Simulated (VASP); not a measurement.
Level of theory: PBEsol GGA, VASP's PBE PAW potentials (set 64) (plane waves; VASP).

VASP ran on this input.

### POSCAR
```
Bi2Te3 bilayer
67.181990
  0.0651328271   0.0000000000   0.0000000000
 -0.0325664136   0.0564066790   0.0000000000
  0.0000000000   0.0000000000   0.4999999969
Bi Te
4 6
Cart
 -0.0000000326   0.0376044715   0.1442887286
  0.0000000000   0.0000000000   0.2953206097
  0.0000000000   0.0000000000   0.2046793872
  0.0325664461   0.0188022075   0.3557112683
 -0.0325664136   0.0564066790   0.1188888363
  0.0325664461   0.0188022075   0.1745616838
 -0.0000000326   0.0376044715   0.2304184763
  0.0325664461   0.0188022075   0.2695815206
 -0.0000000326   0.0376044715   0.3254383131
  0.0000000000   0.0000000000   0.3811111606
```

KPOINTS:
```
kpoints
0
G
 12 12 1
0 0 0
```

**INCAR**
```
# general
SYSTEM  = Bi2Te3 bilayer
PREC    = Normal
ENCUT   = 400
LREAL   = F
LASPH   = T

# electronic loop
EDIFF   = 1E-6
NELM    = 100
NELMIN  = 4
ALGO    = Normal
LMAXMIX = 4

# smearing
ISMEAR  = 0
SIGMA   = 0.05

# functional
GGA     = PS

# output
LWAVE   = F
LCHARG  = F
LORBIT  = 11
LVHAR   = T
```

POTCAR, in this order: Bi_d Te (PBE.64 set). Program: vasp_std. Read from the step before: WAVECAR.

The resulting files:

File OSZICAR:
```
       N       E                     dE             d eps       ncg     rms          rms(c)
DAV:   1    -0.404080824671E+02   -0.40408E+02   -0.11876E-03  2493   0.319E-01    0.189E-02
DAV:   2    -0.404081040085E+02   -0.21541E-04   -0.72061E-05  3002   0.120E-01    0.226E-02
DAV:   3    -0.404080510038E+02    0.53005E-04   -0.74150E-06  2140   0.827E-02    0.498E-03
DAV:   4    -0.404080520810E+02   -0.10772E-05   -0.10370E-05  2045   0.241E-02    0.553E-03
DAV:   5    -0.404080521087E+02   -0.27616E-07   -0.33399E-07  1376   0.352E-03
   1 F= -.40408052E+02 E0= -.40408052E+02  d E =-.814561E-13
```

OUTCAR:
```
------------------------ aborting loop because EDIFF is reached ----------------------------------------
  FORCE on cell =-STRESS in cart. coord.  units (eV):
  Direction    XX          YY          ZZ          XY          YZ          ZX
  --------------------------------------------------------------------------------------
  Total       -0.6616973     -0.6616972     -0.4875040     -0.0000000     -0.0000000     -0.0000000
  in kB       -1.9033160     -1.9033157     -1.4022637     -0.0000000     -0.0000000     -0.0000000
  external PRESSURE =      -1.7362985 kB  Pullay stress =       0.0000000 kB
  volume of cell :      557.00
      direct lattice vectors                 reciprocal lattice vectors
     4.375752942  0.000000000  0.000000000     0.228532098  0.131943077  0.000000000
    -2.187876471  3.789512944  0.000000000     0.000000000  0.263886155  0.000000000
     0.000000000  0.000000000 33.590994792     0.000000000  0.000000000  0.029769883
 POSITION                                       TOTAL-FORCE (eV/Angst)
 -----------------------------------------------------------------------------------
     -0.00000      2.52634      9.69360         0.000000     -0.000000      0.017204
      0.00000      0.00000     19.84023        -0.000000     -0.000000      0.015542
      0.00000      0.00000     13.75077        -0.000000      0.000000     -0.015542
      2.18788      1.26317     23.89739        -0.000000      0.000000     -0.017204
      0.00000      0.00000      7.98719        -0.000000      0.000000      0.027388
      2.18788      1.26317     11.72740         0.000000      0.000000     -0.024023
     -0.00000      2.52634     15.47997        -0.000000      0.000000     -0.009649
      2.18788      1.26317     18.11102         0.000000     -0.000000      0.009649
     -0.00000      2.52634     21.86359        -0.000000      0.000000      0.024023
      0.00000      0.00000     25.60381        -0.000000     -0.000000     -0.027388
 -----------------------------------------------------------------------------------
    total drift:                                0.000000      0.000000      0.000000
  FREE ENERGIE OF THE ION-ELECTRON SYSTEM (eV)
  ---------------------------------------------------
  free  energy   TOTEN  =       -40.4080521087 eV

  energy  without entropy=      -40.4080521087  energy(sigma->0) =      -40.40805211

 total charge

# of ion       s       p       d       tot
------------------------------------------
    1        1.595   1.126   9.950  12.671
    2        1.592   1.138   9.947  12.678
    3        1.592   1.138   9.947  12.678
    4        1.595   1.126   9.950  12.671
    5        1.396   1.933   0.019   3.348
    6        1.384   1.970   0.023   3.378
    7        1.407   1.904   0.025   3.337
    8        1.407   1.904   0.025   3.337
    9        1.384   1.970   0.023   3.378
   10        1.396   1.933   0.019   3.348
--------------------------------------------------
tot         14.750  16.143  39.928  70.821
```
(Selected blocks of OUTCAR.)

The cell is a sheet with vacuum, built from Bi2Te3 (tetradymite).
